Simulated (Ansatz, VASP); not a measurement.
# Co (Co(0001) film of 4 layers) in two plane-wave programs, part 2 of 3

Wanted: the spread between two codes on one cell, functional and k mesh. The structure shown is the start of the Ansatz relaxation below; VASP solves that cell, so the two are compared at the walk's first step.

VASP 6.6.1 and Ansatz 0.2.0.

So far: Set-up; Ansatz: relaxation, LDA.

## (3) VASP: single point, LDA, start cell, pair 1

Level of this step: LDA, spin-polarised from a ferromagnetic start; plane waves and PAW (Co) (VASP).

The same cell, functional (in two slightly different forms), mesh and smearing now go to VASP, with its own data sets.

Lines of VASP's logs that name or quote its potential files are left out, and so is its time.

The input, INCAR:

```
SYSTEM = Co
PREC = Accurate
ENCUT = 520
EDIFF = 1E-06
NELM = 200
ISMEAR = 0
SIGMA = 0.1
LREAL = .FALSE.
ALGO = Normal
GGA = CA
NBANDS = 30
ISPIN = 2
MAGMOM = 1.66 1.58 1.58 1.66
LASPH = .TRUE.
LMAXMIX = 4
LORBIT = 11
LWAVE = .FALSE.
LCHARG = .FALSE.
ISIF = 2
LDIPOL = .TRUE.
IDIPOL = 3
DIPOL = 0.5 0.5 0.238
LVHAR = .TRUE.
GGA_COMPAT = .FALSE.
NELMDL = -8
KPAR = 2
```

The input, POSCAR:

```
Co
1.0
    2.5043550000      0.0000030000      0.0000000000
   -1.2521800000      2.1688340000      0.0000000000
    0.0000000000      0.0000000000     36.0687830000
Co
4
Direct
    0.3333331234      0.6666665130      0.1524864035
    0.6666668766      0.3333334870      0.2091780030
    0.3333331234      0.6666665130      0.2658696303
    0.6666668766      0.3333334870      0.3225612297
```

The input, KPOINTS:

```
Automatic mesh
0
Gamma
9 9 1
0 0 0
```

The projector-augmented-wave data sets are Co (LDA family, release 64).

Launch:

```
$ mpirun -np 2 vasp_std
```

Numbers of over 12 decimals in the logs are rounded to 6 here.

The log of the run:

```text
[banner, memory and clock lines left out]
running    2 mpi-ranks, on    1 nodes
 distrk:  each k-point on    1 cores,    2 groups
 distr:  one band on    1 cores,    1 groups

 POSCAR found type information on POSCAR Co
 POSCAR found :  1 types and       4 ions
 LDA part: xc-table for (Slater(with rela. corr.)+CA(PZ))
 , standard interpolation
 POSCAR, INCAR and KPOINTS ok, starting setup
 FFT: planning ... GRIDC
 FFT: planning ... GRID_SOFT
 FFT: planning ... GRID
 WAVECAR not read
 entering main loop
       N       E                     dE             d eps       ncg     rms          rms(c)
DAV:   1     0.244084119213E+03    0.24408E+03   -0.14292E+04  1448   0.106E+03
DAV:   2    -0.221346708612E+02   -0.26622E+03   -0.24900E+03  1494   0.264E+02
DAV:   3    -0.346346968919E+02   -0.12500E+02   -0.12149E+02  1614   0.841E+01
DAV:   4    -0.348467442711E+02   -0.21205E+00   -0.20685E+00  1760   0.124E+01
DAV:   5    -0.348523574181E+02   -0.56131E-02   -0.56129E-02  2190   0.125E+00
DAV:   6    -0.348524612626E+02   -0.10384E-03   -0.10384E-03  1876   0.173E-01
DAV:   7    -0.348524665363E+02   -0.52737E-05   -0.52735E-05  2206   0.342E-02
DAV:   8    -0.348524668165E+02   -0.28026E-06   -0.28032E-06  1340   0.558E-03    0.204E+01
DAV:   9    -0.422686406344E+02   -0.74162E+01   -0.78437E+01  1680   0.126E+02    0.430E+01
DAV:  10    -0.381166730425E+02    0.41520E+01   -0.39869E+01  1776   0.108E+02    0.356E+01
DAV:  11    -0.304892073090E+02    0.76275E+01   -0.19306E+01  1970   0.634E+01    0.145E+01
DAV:  12    -0.305399390178E+02   -0.50732E-01   -0.81236E+00  1968   0.459E+01    0.109E+01
DAV:  13    -0.301684407738E+02    0.37150E+00   -0.21038E+00  1852   0.226E+01    0.302E+00
DAV:  14    -0.302398194472E+02   -0.71379E-01   -0.26659E-01  1738   0.488E+00    0.250E+00
[...]
DAV:  26    -0.302554310876E+02   -0.86878E-04   -0.12519E-05  1554   0.481E-02    0.329E-02
DAV:  27    -0.302554482106E+02   -0.17123E-04   -0.32106E-06  1308   0.214E-02    0.173E-02
DAV:  28    -0.302554766814E+02   -0.28471E-04   -0.16040E-06  1070   0.135E-02    0.783E-03
DAV:  29    -0.302554930927E+02   -0.16411E-04   -0.10464E-06  1156   0.843E-03    0.636E-03
DAV:  30    -0.302555028288E+02   -0.97361E-05   -0.40156E-07  1116   0.585E-03    0.568E-03
DAV:  31    -0.302555057578E+02   -0.29290E-05   -0.12891E-07  1110   0.241E-03    0.480E-03
DAV:  32    -0.302555111969E+02   -0.54391E-05   -0.35404E-07  1114   0.253E-03    0.453E-03
DAV:  33    -0.302555117366E+02   -0.53976E-06   -0.24536E-07  1086   0.415E-03
   1 F= -.30255512E+02 E0= -.30246004E+02  d E =-.190153E-01  mag=     6.3212
```

From OUTCAR (step 3):

```text
ion  position               nearest neighbor table
   1  0.333  0.667  0.152-   2 2.50   2 2.50   2 2.50
   2  0.667  0.333  0.209-   1 2.50   1 2.50   3 2.50   1 2.50   3 2.50   3 2.50
   3  0.333  0.667  0.266-   4 2.50   4 2.50   2 2.50   4 2.50   2 2.50   2 2.50
   4  0.667  0.333  0.323-   3 2.50   3 2.50   3 2.50

  LATTYP: Found a hexagonal cell.
 ALAT       =     2.5043550000
 C/A-ratio  =    14.4024241771

 Subroutine GETGRP returns: Found 12 space group operations
 (whereof  6 operations were pure point group operations)

The static configuration has the point symmetry C_3v.
 The point group associated with its full space group is D_3d.

 Found     12 irreducible k-points:

   k-points           NKPTS =     12   k-points in BZ     NKDIM =     12   number of bands    NBANDS=     30

   dimension x,y,z NGX =    20 NGY =   20 NGZ =  270
   dimension x,y,z NGXF=    40 NGYF=   40 NGZF=  540

   ENCUT  =  520.0 eV  38.22 Ry    6.18 a.u.   4.66  4.66 67.06*2*pi/ulx,y,z

   NELECT =      36.0000    total number of electrons

 k-points in reciprocal lattice and weights: Automatic mesh
   0.00000000  0.00000000  0.00000000       0.012
   0.11111111 -0.00000000  0.00000000       0.074
   0.22222222  0.00000000  0.00000000       0.074
   0.33333333  0.00000000  0.00000000       0.074
   0.44444444  0.00000000  0.00000000       0.074
   0.11111111  0.11111111  0.00000000       0.074
   0.22222222  0.11111111  0.00000000       0.148
   0.33333333  0.11111111  0.00000000       0.148
   0.44444444  0.11111111  0.00000000       0.074
   0.22222222  0.22222222  0.00000000       0.074
   0.33333333  0.22222222  0.00000000       0.148
   0.33333333  0.33333333  0.00000000       0.025

 dipolmoment           0.000000      0.000000     -0.000001 electrons x Angstroem

 average (electrostatic) potential at core
       1 -89.9093       2 -90.0183       3 -90.0183       4 -89.9093

 E-fermi :  -1.8324

 spin component 1
 k-point     1 :       0.0000    0.0000    0.0000
  band No.  band energies     occupation
    ...
     20      -2.7204      1.00000
     21      -2.7204      1.00000
     22      -2.6092      1.00000
     23      -2.5939      1.00000
     24      -2.5939      1.00000
     25      -1.6822      0.01678
     26       3.0232      0.00000
     27       3.1767      0.00000
     28       3.4805      0.00000
     29       3.7435      0.00000
    ...

 k-point     2 :       0.1111   -0.0000    0.0000
  band No.  band energies     occupation
    ...
     19      -3.1699      1.00000
     20      -3.0715      1.00000
     21      -2.7272      1.00000
     22      -2.7202      1.00000
     23      -2.5638      1.00000
     24      -1.6369      0.00284
     25      -0.5063      0.00000
     26       3.3795      0.00000
     27       3.5800      0.00000
     28       3.8768      0.00000
    ...

 k-point     3 :       0.2222    0.0000    0.0000
  band No.  band energies     occupation
    ...
     19      -3.1220      1.00000
     20      -3.0771      1.00000
     21      -2.7358      1.00000
     22      -2.5136      1.00000
     23      -2.1697      1.00000
     24      -0.3516      0.00000
     25       1.3847      0.00000
     26       4.4150      0.00000
     27       4.7857      0.00000
     28       5.0655      0.00000
    ...

 k-point     4 :       0.3333    0.0000    0.0000
  band No.  band energies     occupation
    ...
     18      -2.8147      1.00000
     19      -2.7550      1.00000
     20      -2.6841      1.00000
     21      -2.6213      1.00000
     22      -2.4512      1.00000
     23      -1.1880      0.00000
     24       1.2027      0.00000
     25       3.6340      0.00000
     26       5.8907      0.00000
     27       6.7651      0.00000
    ...

 k-point     5 :       0.4444    0.0000    0.0000
  band No.  band energies     occupation
    ...
     16      -2.5713      1.00000
     17      -2.4200      1.00000
     18      -2.3468      1.00000
     19      -2.2550      1.00000
     20      -2.2373      1.00000
     21      -1.3456      0.00000
     22      -1.1779      0.00000
     23       0.2737      0.00000
     24       1.8207      0.00000
     25       4.9146      0.00000
    ...

 k-point     6 :       0.1111    0.1111    0.0000
  band No.  band energies     occupation
    ...
     19      -3.2871      1.00000
     20      -3.0189      1.00000
     21      -2.7843      1.00000
     22      -2.5312      1.00000
     23      -2.3170      1.00000
     24      -0.7115      0.00000
     25       0.8468      0.00000
     26       4.0770      0.00000
     27       4.3852      0.00000
     28       4.6695      0.00000
    ...

  Total       -7.9425506     -7.9425539     -6.2515345     -0.0000004      0.0000000      0.0000000
  in kB      -64.9555973    -64.9556243    -51.1261653     -0.0000029      0.0000000      0.0000000
  external PRESSURE =     -60.3457956 kB  Pullay stress =       0.0000000 kB

  energy-cutoff  :      520.00
  volume of cell :      195.91
      direct lattice vectors                 reciprocal lattice vectors
     2.504355000  0.000003000  0.000000000     0.399304136  0.230538922  0.000000000
    -1.252180000  2.168834000  0.000000000    -0.000000552  0.461076924  0.000000000
     0.000000000  0.000000000 36.068783000     0.000000000  0.000000000  0.027724806

 POSITION                                       TOTAL-FORCE (eV/Angst)
 -----------------------------------------------------------------------------------
     -0.00000      1.44589      5.50000         0.000000     -0.000000      1.184180
      1.25218      0.72295      7.54480         0.000000     -0.000000     -0.498465
     -0.00000      1.44589      9.58959        -0.000000      0.000000      0.498465
      1.25218      0.72295     11.63439        -0.000000      0.000000     -1.184180
 -----------------------------------------------------------------------------------
    total drift:                                0.000000      0.000000     -0.000138

  FREE ENERGIE OF THE ION-ELECTRON SYSTEM (eV)
  ---------------------------------------------------
  free  energy   TOTEN  =       -30.2555117366 eV

  energy  without entropy=      -30.2364964849  energy(sigma->0) =      -30.24600411

 vacuum level on the upper side and lower side of the slab         3.440         3.440

 total charge
# of ion       s       p       d       tot
------------------------------------------
    1        0.470   0.378   7.243   8.091
    2        0.473   0.489   7.274   8.236
    3        0.473   0.489   7.274   8.236
    4        0.470   0.378   7.243   8.091
--------------------------------------------------
tot          1.886   1.733  29.035  32.655

 magnetization (x)
# of ion       s       p       d       tot
------------------------------------------
    1       -0.012  -0.034   1.687   1.642
    2       -0.016  -0.042   1.601   1.543
    3       -0.016  -0.042   1.601   1.543
    4       -0.012  -0.034   1.687   1.642
--------------------------------------------------
tot         -0.054  -0.151   6.576   6.370

[... 6 further parts left out ...]
```

The magnetic state follows from one typed start and may not be the lowest.

## (4) Side by side

Known differences besides the potentials themselves: VASP starts from the moments at which Ansatz ended; the two LDA forms differ slightly; Ansatz cuts the interaction across the vacuum, VASP repeats the sheet with a dipole correction; the data sets hold 68 valence electrons in Ansatz (on its default PAW (the set named soft_2) files) and 36 in VASP; the cutoff is 420 eV in Ansatz and 520 eV in VASP; VASP's log shows a relativistic correction to its local exchange, Ansatz's none. Total energies have different zeros and are not compared.

Forces (eV/Å; atoms numbered as in POSCAR):

```csv
atom,"Ansatz x, y, z","VASP x, y, z"
Co1,"0.000, 0.000, 1.177","0.000, 0.000, 1.184"
Co2,"0.000, 0.000, -0.509","0.000, 0.000, -0.498"
Co3,"0.000, 0.000, 0.509","0.000, 0.000, 0.498"
Co4,"0.000, 0.000, -1.177","0.000, 0.000, -1.184"
```

The forces differ by 5.3 meV/Å r.m.s., which is 1.0 % of the r.m.s. force of 0.525 eV/Å (both taken over all components). Moments aren't recorded for both runs of this pair, so they may hold unlike magnetic states. With vacuum in the cell, a pressure given here is an average over mostly empty space and none of the material.

## (5) Ansatz: relaxation, LDA

The two programs are compared at the cell with which this relaxation starts, whose forces are those of its first step.

The structure compared here is the start of the Ansatz relaxation; VASP solves that cell, so the two are compared at the walk's first step.

The input, input.yaml:

```yaml
crystal:
  lattice:
    - [2.3954704806, 2.7612e-06, 0.0]
    - [-1.1977376316, 2.0745369096, 0.0]
    - [0.0, 0.0, 36.0687825065]
  atoms:
    - { symbol: Co, position: [0.3333333333, 0.6666666667, 0.1562308042], spin: 1.82 }
    - { symbol: Co, position: [0.6666666667, 0.3333333333, 0.2093940519], spin: 1.74 }
    - { symbol: Co, position: [0.3333333333, 0.6666666667, 0.2656535879], spin: 1.74 }
    - { symbol: Co, position: [0.6666666667, 0.3333333333, 0.3188168356], spin: 1.82 }
  periodic: [true, true, false]
kpoints:
  mp_grid: { grid: [15, 15, 1] }
hamiltonian:
  xc: lda
scf:
  occupations: { method: gaussian, width: 0.1 }
output:
  forces: true
  stress: true
  eigenvalues: true
  populations: true
  write_density: true
  write_potential: true
  elf: true
  volumetric_format: npy
magnetization:
  spin_polarized: true
relax:
  adjacent_minimum: "off"
  f_tol: 0.005
  max_steps: 80
  cell: { stress_2d_tol: 0.02 }
```

Launch:

```
$ ansatz run input.yaml --threads 4 --pin off --max-ram 16384MiB --backend cpu --events-out ev --progress --plain --runs-dir out
```

The log of the run:

```text
[...]
Crystal: 4 atoms, lattice volume = 179.244 Å³
Basis set: ecut = 420 eV, 3355 PW (Γ)
Bands: 46, of which v1, the nominal top of the filled ones, is band 34 counted from 1 (33 counted from 0)
Symmetry: 12 space group operations
[...]
k-points: 27 of 225
[...]
Starting moments: Σ|m| = 7.12 μB on 4 of 4 sites
[...]
- { symbol: Co, position: [0.666667, 0.333333, 0.209450] }
    - { symbol: Co, position: [0.333333, 0.666667, 0.265598] }
    - { symbol: Co, position: [0.666667, 0.333333, 0.318727] }
--- Löwdin populations: 4 sites ---
  site symbol       q [e]    m [muB]
     0     Co     16.7918     1.7011
     1     Co     16.7916     1.6365
     2     Co     16.7916     1.6365
     3     Co     16.7918     1.7011
  spilling = 0.012254 (of n_electrons = 68.000000)
[key lines of the parts left out:]
SCF converged after 11 iterations
Magnetization: 6.4985 μB (37.2492 up, 30.7508 down)
Free energy (F): -20249.332248 eV
Fermi energy:    -5.449079 eV
P = ½ c Tr σ = 0.0186 N/m
```

## (6) VASP: single point, LDA, start cell, pair 2

The same cell, functional (in two slightly different forms), mesh and smearing now go to VASP, with its own data sets.

INCAR: that of step 3 with these lines changed.

```diff
@@ -12,3 +12,3 @@
 ISPIN = 2
-MAGMOM = 1.66 1.58 1.58 1.66
+MAGMOM = 1.68 1.63 1.63 1.68
 LASPH = .TRUE.
```

The input, POSCAR:

```
Co
1.0
    2.3954700000      0.0000030000      0.0000000000
   -1.1977380000      2.0745370000      0.0000000000
    0.0000000000      0.0000000000     36.0687830000
Co
4
Direct
    0.3333334137      0.6666668273      0.1562308049
    0.6666665863      0.3333331727      0.2093940625
    0.3333334137      0.6666668273      0.2656535708
    0.6666665863      0.3333331727      0.3188168284
```

The input, KPOINTS:

```
Automatic mesh
0
Gamma
15 15 1
0 0 0
```

Launch:

```
$ mpirun -np 2 vasp_std
```

The log of the run:

```text
[... set-up lines as in an earlier step ...]
 entering main loop
       N       E                     dE             d eps       ncg     rms          rms(c)
DAV:   1     0.257294318537E+03    0.25729E+03   -0.14894E+04  3264   0.110E+03
DAV:   2    -0.205651212823E+02   -0.27786E+03   -0.26014E+03  3348   0.270E+02
DAV:   3    -0.350478419599E+02   -0.14483E+02   -0.14061E+02  3636   0.914E+01
DAV:   4    -0.352860389791E+02   -0.23820E+00   -0.23792E+00  4012   0.135E+01
[...]
DAV:  37    -0.307664078325E+02   -0.19842E-05   -0.46666E-08  2400   0.166E-03    0.665E-04
DAV:  38    -0.307664090095E+02   -0.11771E-05   -0.20134E-08  2278   0.129E-03    0.304E-04
DAV:  39    -0.307664099670E+02   -0.95742E-06   -0.22919E-08  2302   0.799E-04
   1 F= -.30766410E+02 E0= -.30754226E+02  d E =-.243676E-01  mag=     6.2854
```

Parts of OUTCAR (step 6):

```text
  Total       -0.0873433     -0.0873433     -0.2731602      0.0000000     -0.0000000      0.0000000
  in kB       -0.7807220     -0.7807225     -2.4416547      0.0000002     -0.0000000      0.0000000
  external PRESSURE =      -1.3343664 kB  Pullay stress =       0.0000000 kB

 POSITION                                       TOTAL-FORCE (eV/Angst)
 -----------------------------------------------------------------------------------
     -0.00000      1.38303      5.63505        -0.000000      0.000000      0.028249
      1.19773      0.69151      7.55259        -0.000000      0.000000      0.050934
     -0.00000      1.38303      9.58180         0.000000     -0.000000     -0.050934
      1.19773      0.69151     11.49934         0.000000      0.000000     -0.028249
 -----------------------------------------------------------------------------------
    total drift:                               -0.000000     -0.000000     -0.000227

  FREE ENERGIE OF THE ION-ELECTRON SYSTEM (eV)
  ---------------------------------------------------
  free  energy   TOTEN  =       -30.7664099670 eV

  energy  without entropy=      -30.7420423457  energy(sigma->0) =      -30.75422616

 magnetization (x)
# of ion       s       p       d       tot
------------------------------------------
    1       -0.009  -0.026   1.629   1.595
    2       -0.013  -0.037   1.572   1.522
    3       -0.013  -0.037   1.572   1.522
    4       -0.009  -0.026   1.629   1.595
--------------------------------------------------
tot         -0.044  -0.126   6.403   6.232

[... 3 further parts left out ...]
[key lines of the parts left out:]
E-fermi :  -1.6893
```

The run ends at a pressure of -0.13 GPa, with forces up to 0.051 eV/Å.

## (7) Comparison

What differs besides the data sets and the points named for the pairs above, as far as they apply: the data sets hold 68 valence electrons in Ansatz (on its default PAW (the set named soft_2) files) and 36 in VASP. Total energies have different zeros and are not compared.

Forces (eV/Å; atoms numbered as in POSCAR):

```csv
atom,"Ansatz x, y, z","VASP x, y, z"
Co1,"0.000, 0.000, -0.010","0.000, 0.000, 0.028"
Co2,"0.000, 0.000, 0.019","0.000, 0.000, 0.051"
Co3,"0.000, 0.000, -0.019","0.000, 0.000, -0.051"
Co4,"0.000, 0.000, 0.010","0.000, 0.000, -0.028"
```

The forces differ by 20 meV/Å r.m.s., which is 85.7 % of the r.m.s. force of 0.024 eV/Å (both taken over all components). Moments aren't recorded for both runs of this pair, so they may hold unlike magnetic states. With vacuum in the cell, a pressure given here is an average over mostly empty space and none of the material.

## (8) Other set-ups

Further runs change the set-up of one program: Ansatz's method, potentials or start, or VASP's data sets, cutoff or form of LDA. The table gives that difference for each run.

```csv
run,r.m.s. force difference (meV/Å)
as above,20
VASP with the data sets Co_sv,14
```

(Continued in part 3 of 3.)

[Lines on the potential files, build, host, timing and source positions are cut from VASP's logs without a mark.]

[Logs are printed without paths, hosts, clocks, repeated set-up lines and the standing remarks that a program may print on its own settings, such as how far it seeks lower states.]

[Hosts, paths, dates, database ids (printed as entryN), source tags and the programs' standing remarks are cut or masked in the printed files.]
